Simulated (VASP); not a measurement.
# LaBeI3 (Pm-3m) in VASP: single point with r2SCAN

Aim: the single point of LaBeI3 with r2SCAN.

All numbers are computed with VASP 6.6.1; they aren't measurements. Logs are shortened: lines on timing, memory, paths and dates and some standing lists are left out, and cuts for length are marked.

## Step 1: Starting point

It takes space group Pm-3m (No. 221, cubic). The conventional cell has a = 5.254 Å, b = 5.254 Å, c = 5.254 Å, α = 90.00°, β = 90.00°, γ = 90.00°. I (site symmetry 4/mmm) has 2 Be at 2.63 Å as nearest neighbours. La (site symmetry m-3m) is surrounded by 12 I at 3.72 Å. Be (site symmetry m-3m) is surrounded by 6 I at 2.63 Å.

The cell was built by a generator and needn't be a form met in nature.

## Step 2: Single point, r2SCAN

POSCAR

```
LaBeI3
1.0
    5.2540320000      0.0000000000      0.0000000000
    0.0000000000      5.2540320000      0.0000000000
    0.0000000000      0.0000000000      5.2540320000
I La Be
3 1 1
Direct
    0.5000000000      0.5000000000      0.0000000000
    0.0000000000      0.5000000000      0.5000000000
    0.5000000000      0.0000000000      0.5000000000
    0.0000000000      0.0000000000      0.0000000000
    0.5000000000      0.5000000000      0.5000000000
```

INCAR.step1

```
PREC     = Accurate       # precision mode
ENCUT    = 520            # plane-wave cutoff, eV
ISMEAR   = -5             # smearing method
SIGMA    = 0.1            # smearing width, eV
LREAL    = F              # projectors in reciprocal space
LASPH    = T              # aspherical terms in the spheres
NELM     = 100            # most SCF steps
LMAXMIX  = 6              # l up to which the mixer works
GGA      = PE             # functional
ALGO     = Normal         # electronic algorithm
EDIFF    = 1E-4           # SCF threshold, eV
LWAVE    = T              # write WAVECAR
LCHARG   = F              # write CHGCAR
```

INCAR.step2

```
PREC     = Accurate       # precision mode
ENCUT    = 520            # plane-wave cutoff, eV
EDIFF    = 1E-6           # SCF threshold, eV
ISMEAR   = -1             # smearing method
SIGMA    = 0.1            # smearing width, eV
LREAL    = F              # projectors in reciprocal space
LASPH    = T              # aspherical terms in the spheres
NELM     = 100            # most SCF steps
ALGO     = Normal         # electronic algorithm
ISIF     = 2              # what is computed and relaxed
LWAVE    = F              # write WAVECAR
LCHARG   = F              # write CHGCAR
LMAXMIX  = 6              # l up to which the mixer works
METAGGA  = R2SCAN         # meta-GGA
LMIXTAU  = T            
LORBIT   = 11             # projections on sites
ISTART   = 1
```

KPOINTS

```
regular mesh
0
Gamma
  7 7 7
```

Potentials or basis: VASP PAW PBE potentials, release 64 (I, La, Be).

Started as:

```sh
$ cat potpaw_PBE.64/I/POTCAR potpaw_PBE.64/La/POTCAR potpaw_PBE.64/Be/POTCAR > POTCAR
$ cp INCAR.step1 INCAR
$ mpirun -np 1 vasp_std > vasp.out
$ cp INCAR.step2 INCAR
$ mpirun -np 1 vasp_std > vasp.out
```

OUTCAR:

```text
PREC = Accurate
   ENCUT = 520
   EDIFF = 1E-6
   ISMEAR = -1
   LREAL = F
   LASPH = T
   NELM = 100
   ISIF = 2
   METAGGA = R2SCAN
   LORBIT = 11
   ISTART = 1

 ion  position               nearest neighbor table
   1  0.500  0.500  0.000-   5 2.63   5 2.63
   2  0.000  0.500  0.500-   5 2.63   5 2.63
   3  0.500  0.000  0.500-   5 2.63   5 2.63
   4  0.000  0.000  0.000-
   5  0.500  0.500  0.500-   1 2.63   2 2.63   3 2.63   1 2.63   3 2.63   2 2.63

  LATTYP: Found a simple cubic cell.
 ALAT       =     5.2540320000

  Lattice vectors:

 A1 = (   5.2540320000,   0.0000000000,   0.0000000000)
 A2 = (   0.0000000000,   5.2540320000,   0.0000000000)
 A3 = (   0.0000000000,   0.0000000000,   5.2540320000)

Analysis of symmetry for initial positions (statically):
=====================================================================
 Subroutine PRICEL returns:
 Original cell was already a primitive cell.

 Routine SETGRP: Setting up the symmetry group for a
 simple cubic supercell.

 Subroutine GETGRP returns: Found 48 space group operations
 (whereof 48 operations were pure point group operations)
 out of a pool of 48 trial point group operations.

The static configuration has the point symmetry O_h .

Analysis of symmetry for dynamics (positions and initial velocities):
=====================================================================
 Subroutine PRICEL returns:
 Original cell was already a primitive cell.

 Routine SETGRP: Setting up the symmetry group for a
 simple cubic supercell.

 Subroutine GETGRP returns: Found 48 space group operations
 (whereof 48 operations were pure point group operations)
 out of a pool of 48 trial point group operations.

The dynamic configuration has the point symmetry O_h .

 Subroutine INISYM returns: Found 48 space group operations
 (whereof 48 operations are pure point group operations),
 and found     1 'primitive' translations

----------------------------------------------------------------------------------------

                                     Primitive cell

  volume of cell :     145.0368

  direct lattice vectors                    reciprocal lattice vectors
     5.254032000  0.000000000  0.000000000     0.190330017  0.000000000  0.000000000
     0.000000000  5.254032000  0.000000000     0.000000000  0.190330017  0.000000000
     0.000000000  0.000000000  5.254032000     0.000000000  0.000000000  0.190330017

  length of vectors
     5.254032000  5.254032000  5.254032000     0.190330017  0.190330017  0.190330017

  position of ions in fractional coordinates (direct lattice)
     0.500000000  0.500000000  0.000000000
     0.000000000  0.500000000  0.500000000
     0.500000000  0.000000000  0.500000000
     0.000000000  0.000000000  0.000000000
     0.500000000  0.500000000  0.500000000

  ion indices of the primitive-cell ions
   primitive index   ion index
                 1           1
                 2           2
                 3           3
                 4           4
                 5           5

----------------------------------------------------------------------------------------

 KPOINTS: regular mesh

Automatic generation of k-mesh.
 Grid dimensions read from file:
 generate k-points for:    7    7    7

 Generating k-lattice:

  Cartesian coordinates                     Fractional coordinates (reciprocal lattice)
     0.027190002  0.000000000  0.000000000     0.142857143  0.000000000  0.000000000
     0.000000000  0.027190002  0.000000000     0.000000000  0.142857143  0.000000000
     0.000000000  0.000000000  0.027190002     0.000000000  0.000000000  0.142857143

  Length of vectors
     0.027190002  0.027190002  0.027190002

  Shift w.r.t. Gamma in fractional coordinates (k-lattice)
     0.000000000  0.000000000  0.000000000

 Subroutine IBZKPT returns following result:
 ===========================================

 Found     20 irreducible k-points:

 Following reciprocal coordinates:
            Coordinates               Weight
  0.000000  0.000000  0.000000      1.000000
  0.142857  0.000000  0.000000      6.000000
  0.285714  0.000000  0.000000      6.000000
  0.428571  0.000000  0.000000      6.000000
  0.142857  0.142857  0.000000     12.000000
  0.285714  0.142857  0.000000     24.000000
[... 12 lines left out ...]
  0.428571  0.428571  0.285714     24.000000
  0.428571  0.428571  0.428571      8.000000
   k-points           NKPTS =     20   k-points in BZ     NKDIM =     20   number of bands    NBANDS=     21
   number of dos      NEDOS =    301   number of ions     NIONS =      5
   total plane-waves  NPLWV =  64000
   dimension x,y,z NGX =    40 NGY =   40 NGZ =   40
   dimension x,y,z NGXF=    80 NGYF=   80 NGZF=   80
   ions per type =               3   1   1
   NGX,Y,Z   is equivalent  to a cutoff of  12.66, 12.66, 12.66 a.u.
   NGXF,Y,Z  is equivalent  to a cutoff of  25.31, 25.31, 25.31 a.u.
 SYSTEM =  unknown system
   PREC   = accura    normal or accurate (medium, high low for compatibility)
   ISTART =      1    job   : 0-new  1-cont  2-samecut
   ICHARG =      0    charge: 1-file 2-atom 10-const
   ISPIN  =      1    spin polarized calculation?
   LNONCOLLINEAR =      F non collinear calculations
   LSORBIT =      F    spin-orbit coupling
   LASPH  =      T    aspherical Exc in radial PAW
   ENCUT  =  520.0 eV  38.22 Ry    6.18 a.u.   9.77  9.77  9.77*2*pi/ulx,y,z
   NELM   =    100;   NELMIN=  2; NELMDL=  0     # of ELM steps
   EDIFF  = 0.1E-05   stopping-criterion for ELM
   LREAL  =      F    real-space projection
   EDIFFG = 0.1E-04   stopping-criterion for IOM
   NSW    =      0    number of steps for IOM
   IBRION =     -1    ionic relax: 0-MD 1-quasi-New 2-CG
   NFREE  =      0    steps in history (QN), initial steepest desc. (CG)
   ISIF   =      2    stress and relaxation
   ISYM   =      2    0-nonsym 1-usesym 2-fastsym
   POTIM  = 0.5000    time-step for ionic-motion
   TEBEG  =    0.0;   TEEND  =   0.0 temperature during run
   PSTRESS=    0.0 pullay stress
   NELECT =      34.0000    total number of electrons
   NUPDOWN=      -1.0000    fix difference up-down
   EMIN   =  10.00;   EMAX   =-10.00  energy-range for DOS
   EFERMI =   0.00;   METHOD = LEGACY
   ISMEAR =    -1;   SIGMA  =   0.10  broadening in eV -4-tet -1-fermi 0-gaus
   EFERMI_NEDOS =   21; number of points for ismear=-14 and -15
   IALGO  =     38    algorithm
   IMIX   =      4    mixing-type and parameters
     AMIX     =   0.40;   BMIX     =  1.00
     AMIX_MAG =   1.60;   BMIX_MAG =  1.00
  volume/ion in A,a.u.               =      29.01       195.75
  Fermi-wavevector in a.u.,A,eV,Ry     =   1.009427  1.907541 13.863570  1.018944
  Thomas-Fermi vector in A             =   2.142355
   LORBIT       =     11    0 simple, 1 ext, 2 COOP (PROOUT), +10 PAW based schemes
   METAGGA = R2SCAN    functional components
   LHFCALC =     F    Hartree Fock is set to
   AEXX    =    0.0000 exact exchange contribution
   IVDW    =     0    specifies the selected vdW correction
   LEPSILON=     F    determine dielectric tensor
   LRPA    =     F    only Hartree local field effects (RPA)
 non-spin polarized calculation
  energy-cutoff  :      520.00
  volume of cell :      145.04
 maximum number of plane-waves:      3920
 NGX is ok and might be reduce to    40
   NGX = 19   NGY = 19   NGZ = 19

 number of electron      33.9999996 magnetization

 Free energy of the ion-electron system (eV)
  ---------------------------------------------------
  ext. energy  EPLUGINS =         0.00000000
  ---------------------------------------------------
  free energy    TOTEN  =      -109.91489709 eV

  energy without entropy =     -109.72576358  energy(sigma->0) =     -109.82033034

 E-fermi :   8.5333     XC(G=0):  -9.8259

 val. band max:        8.5080231214   @ k =   0.4286   0.1429   0.1429
 cond. band min:       8.5332679151   @ k =   0.4286   0.1429   0.0000
 fundamental gap:      0.0252447937
 Fermi energy:         8.5332672329

 k-point     1 :       0.0000    0.0000    0.0000
  band No.  band energies     occupation
      1     -27.4766      2.00000
      2     -10.7424      2.00000
      3     -10.7424      2.00000
      4     -10.7424      2.00000
      5      -8.1468      2.00000
      6      -6.3219      2.00000
[... 13 lines left out ...]
     20       8.3289      1.77060
     21       8.3289      1.77060

 k-point     2 :       0.1429    0.0000    0.0000
  band No.  band energies     occupation
      1     -27.4765      2.00000
      2     -10.7595      2.00000
      3     -10.7412      2.00000
      4     -10.7412      2.00000
      5      -8.0681      2.00000
      6      -6.4186      2.00000
[... 13 lines left out ...]
     20       8.3723      1.66661
     21       8.6036      0.66195

 k-point     3 :       0.2857    0.0000    0.0000
  band No.  band energies     occupation
      1     -27.4761      2.00000
      2     -10.7967      2.00000
      3     -10.7385      2.00000
      4     -10.7385      2.00000
      5      -7.8533      2.00000
      6      -6.6738      2.00000
[... 13 lines left out ...]
     20       8.8120      0.11601
     21       8.9782      0.02311
[... 361 lines left out ...]
 k-point    19 :       0.4286    0.4286    0.2857
  band No.  band energies     occupation
      1     -27.4745      2.00000
      2     -10.7796      2.00000
      3     -10.7767      2.00000
      4     -10.7548      2.00000
      5      -7.1123      2.00000
      6      -6.9223      2.00000
[... 13 lines left out ...]
     20       9.0222      0.01494
     21       9.0643      0.00983

 k-point    20 :       0.4286    0.4286    0.4286
  band No.  band energies     occupation
      1     -27.4743      2.00000
      2     -10.7709      2.00000
      3     -10.7677      2.00000
      4     -10.7677      2.00000
      5      -7.0298      2.00000
      6      -6.9366      2.00000
[... 13 lines left out ...]
     20       9.0139      0.01622
     21       9.0495      0.01140

------------------------ aborting loop because EDIFF is reached ----------------------------------------

  FORCE on cell =-STRESS in cart. coord.  units (eV):
  Direction    XX          YY          ZZ          XY          YZ          ZX
  --------------------------------------------------------------------------------------
  -------------------------------------------------------------------------------------
  Total        1.4627888      1.4627888      1.4627888     -0.0000000     -0.0000000     -0.0000000
  in kB       16.1589841     16.1589841     16.1589841     -0.0000000     -0.0000000     -0.0000000
  external PRESSURE =      16.1589841 kB  Pullay stress =       0.0000000 kB

 VOLUME and BASIS-vectors are now :
 -----------------------------------------------------------------------------
  energy-cutoff  :      520.00
  volume of cell :      145.04
      direct lattice vectors                 reciprocal lattice vectors
     5.254032000  0.000000000  0.000000000     0.190330017  0.000000000  0.000000000
     0.000000000  5.254032000  0.000000000     0.000000000  0.190330017  0.000000000
     0.000000000  0.000000000  5.254032000     0.000000000  0.000000000  0.190330017

 POSITION                                       TOTAL-FORCE (eV/Angst)
 -----------------------------------------------------------------------------------
      2.62702      2.62702      0.00000         0.000000      0.000000      0.000000
      0.00000      2.62702      2.62702         0.000000      0.000000      0.000000
      2.62702      0.00000      2.62702         0.000000      0.000000      0.000000
      0.00000      0.00000      0.00000         0.000000      0.000000      0.000000
      2.62702      2.62702      2.62702         0.000000      0.000000      0.000000
 -----------------------------------------------------------------------------------
    total drift:                                0.000000     -0.000000     -0.000000

  FREE ENERGIE OF THE ION-ELECTRON SYSTEM (eV)
  ---------------------------------------------------
  free  energy   TOTEN  =      -109.9148970904 eV

  energy  without entropy=     -109.7257635800  energy(sigma->0) =     -109.82033034

 total charge

# of ion       s       p       d       f       tot
--------------------------------------------------
    1        1.512   2.817   0.055   0.000   4.384
    2        1.512   2.817   0.055   0.000   4.384
    3        1.512   2.817   0.055   0.000   4.384
    4        1.968   5.633   0.587   0.197   8.385
    5        0.430   0.408   0.000   0.000   0.837
--------------------------------------------------
tot          6.933  14.491   0.753   0.197  22.375
```

Run time: 6.4 min. Hardware: 1 thread of Intel Xeon Platinum 8488C (Sapphire Rapids), shared host; peak memory 0.31 GiB.

Results:

| Item | Value |
| --- | --- |
| Free energy | -109.9149 eV |
| Pressure | 1.6 GPa |
| Valence electrons inside the program's atomic spheres | I 4.38; La 8.38; Be 0.84 |

Levels at points of the mesh, in eV from the Fermi level:
```
           k point  band 15  band 16  band 17  band 18  band 19  band 20
(0.00, 0.00, 0.00)    -3.59    -3.59    -2.41    -0.74    -0.74    -0.20
```

Caveat: the bands computed are all filled at some k points, so no gap is given; the PAW data sets were made with another functional, which shifts forces and pressure a little.
